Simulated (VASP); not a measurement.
Computed with PBE GGA, VASP's PBE PAW potentials (set 64) (plane waves; VASP).

VASP input:

File KPOINTS:
```
K-points
0
G
  11 11 11
```

File POSCAR:
```
FeAs
1
   -0.0000000000     2.4930334208     2.4930334208
    2.4930334208    -0.0000000000     2.4930334208
    2.4930334208     2.4930334208    -0.0000000000
Fe As
1 1
Direct
  0.0000000000   0.0000000000   0.0000000000
  0.5000000000   0.5000000000   0.5000000000
```

**INCAR**
```
! general
SYSTEM =FeAs
PREC   =Accurate
ENCUT  =400
LREAL  =.FALSE.
LASPH  =.TRUE.   ! aspherical one-centre terms

! electronic loop
EDIFF  =1E-6
NELM   =100   ! most electronic steps
ALGO   =Normal   ! blocked Davidson
LMAXMIX=4

! smearing
ISMEAR =1
SIGMA  =0.1

! functional
GGA    =PE   ! PBE

! spin
ISPIN  =2
MAGMOM =2.4 -0.0

! ions
IBRION =2
NSW    =60
ISIF   =3   ! ions, shape and volume
EDIFFG =-0.01   ! ionic stop

! output
LWAVE  =.FALSE.
LCHARG =.FALSE.
LORBIT =10
```

POTCAR, in this order: Fe As (PBE.64 set). Program: vasp_std.

Output

### OSZICAR
```
       N       E                     dE             d eps       ncg     rms          rms(c)
DAV:   1     0.487915972590E+02    0.48792E+02   -0.50074E+03  2515   0.943E+02
DAV:   2    -0.112200702796E+02   -0.60012E+02   -0.55961E+02  2506   0.198E+02
DAV:   3    -0.139145802991E+02   -0.26945E+01   -0.26039E+01  2932   0.495E+01
DAV:   4    -0.139602324752E+02   -0.45652E-01   -0.45061E-01  2801   0.592E+00
DAV:   5    -0.139608779643E+02   -0.64549E-03   -0.64536E-03  2935   0.742E-01    0.132E+01
DAV:   6    -0.166443995576E+02   -0.26835E+01   -0.42896E+01  2712   0.109E+02    0.257E+01
DAV:   7    -0.124581938411E+02    0.41862E+01   -0.27239E+01  2792   0.797E+01    0.383E+00
DAV:   8    -0.124876496607E+02   -0.29456E-01   -0.50020E-01  2695   0.703E+00    0.205E+00
DAV:   9    -0.124782673934E+02    0.93823E-02   -0.50578E-02  2993   0.388E+00    0.722E-01
DAV:  10    -0.124768918403E+02    0.13756E-02   -0.86189E-03  3731   0.118E+00    0.220E-01
DAV:  11    -0.124767714416E+02    0.12040E-03   -0.45934E-04  2707   0.211E-01    0.575E-02
DAV:  12    -0.124767937466E+02   -0.22305E-04   -0.15135E-04  3336   0.165E-01    0.634E-02
DAV:  13    -0.124767777946E+02    0.15952E-04   -0.30839E-05  3231   0.904E-02    0.352E-02
DAV:  14    -0.124767779493E+02   -0.15478E-06   -0.12179E-05  2075   0.633E-02    0.880E-03
DAV:  15    -0.124767776199E+02    0.32942E-06   -0.14365E-06  1378   0.218E-02
   1 F= -.12476778E+02 E0= -.12476182E+02  d E =-.124768E+02  mag=     2.4510
```

OUTCAR:
```
------------------------ aborting loop because EDIFF is reached ----------------------------------------
  FORCE on cell =-STRESS in cart. coord.  units (eV):
  Direction    XX          YY          ZZ          XY          YZ          ZX
  --------------------------------------------------------------------------------------
  Total       -0.0088429     -0.0088429     -0.0088429      0.0000000      0.0000000     -0.0000000
  in kB       -0.4571857     -0.4571857     -0.4571857      0.0000000      0.0000000     -0.0000000
  external PRESSURE =      -0.4571857 kB  Pullay stress =       0.0000000 kB
  volume of cell :       30.99
      direct lattice vectors                 reciprocal lattice vectors
     0.000000000  2.493033421  2.493033421    -0.200558884  0.200558884  0.200558884
     2.493033421  0.000000000  2.493033421     0.200558884 -0.200558884  0.200558884
     2.493033421  2.493033421  0.000000000     0.200558884  0.200558884 -0.200558884
 POSITION                                       TOTAL-FORCE (eV/Angst)
 -----------------------------------------------------------------------------------
      0.00000      0.00000      0.00000         0.000000      0.000000      0.000000
      2.49303      2.49303      2.49303         0.000000      0.000000      0.000000
 -----------------------------------------------------------------------------------
    total drift:                                0.000000     -0.000000     -0.000000
  FREE ENERGIE OF THE ION-ELECTRON SYSTEM (eV)
  ---------------------------------------------------
  free  energy   TOTEN  =       -12.4767776199 eV

  energy  without entropy=      -12.4749912552  energy(sigma->0) =      -12.47618217

 total charge

# of ion       s       p       d       tot
------------------------------------------
    1        0.390   0.393   6.284   7.067
    2        1.229   1.508   0.065   2.803
--------------------------------------------------
tot          1.620   1.901   6.349   9.869

 magnetization (x)

# of ion       s       p       d       tot
------------------------------------------
    1        0.071   0.031   2.343   2.445
    2        0.019  -0.046   0.003  -0.024
--------------------------------------------------
tot          0.090  -0.015   2.346   2.421

 reached required accuracy - stopping structural energy minimisation
```
(Selected blocks of OUTCAR.)

OUTCAR:
```
 val. band max:        6.1849183782   @ k =  -0.3636   0.3636   0.0909

 cond. band min:       6.1884547901   @ k =  -0.3636   0.2727   0.0909


 Fermi energy:         6.1880455921

 spin component 1

 k-point     1 :       0.0000    0.0000    0.0000
  band No.  band energies     occupation
      1      -7.4699      1.00000
      2       3.2684      1.00000
      3       3.2684      1.00000
      4       3.2684      1.00000
      5       3.5063      1.00000
      6       3.5063      1.00000
      7       7.4955     -0.00000
      8       7.4955     -0.00000
      9       7.4955     -0.00000
     10      12.4693      0.00000
     11      16.3637      0.00000

 k-point     2 :       0.0909    0.0000    0.0000
  band No.  band energies     occupation
      1      -7.3399      1.00000
      2       3.1590      1.00000
      3       3.2510      1.00000
      4       3.2510      1.00000
      5       3.4213      1.00000
      6       3.4213      1.00000
      7       6.7490     -0.00000
      8       7.6718     -0.00000
      9       7.6718     -0.00000
     10      13.0754      0.00000
     11      15.3620      0.00000

 k-point     3 :       0.1818    0.0000    0.0000
  band No.  band energies     occupation
      1      -6.9584      1.00000
      2       2.7022      1.00000
      3       2.9735      1.00000
      4       2.9735      1.00000
      5       3.4759      1.00000
      6       3.4759      1.00000
      7       5.4853      1.00000
      8       8.1054     -0.00000
      9       8.1054     -0.00000
     10      13.0467      0.00000
     11      15.8025      0.00000

 k-point     4 :       0.2727    0.0000    0.0000
  band No.  band energies     occupation
      1      -6.3577      1.00000
      2       1.6570      1.00000
      3       2.6095      1.00000
      4       2.6095      1.00000
      5       3.6268      1.00000
      6       3.6268      1.00000
      7       4.7216      1.00000
...
```

The structure was generated: FeAs was put into the rock salt type (Fm-3m), which need not be its known phase. It was relaxed first, which changed the volume by -22 %. The start is the result of an earlier pass.
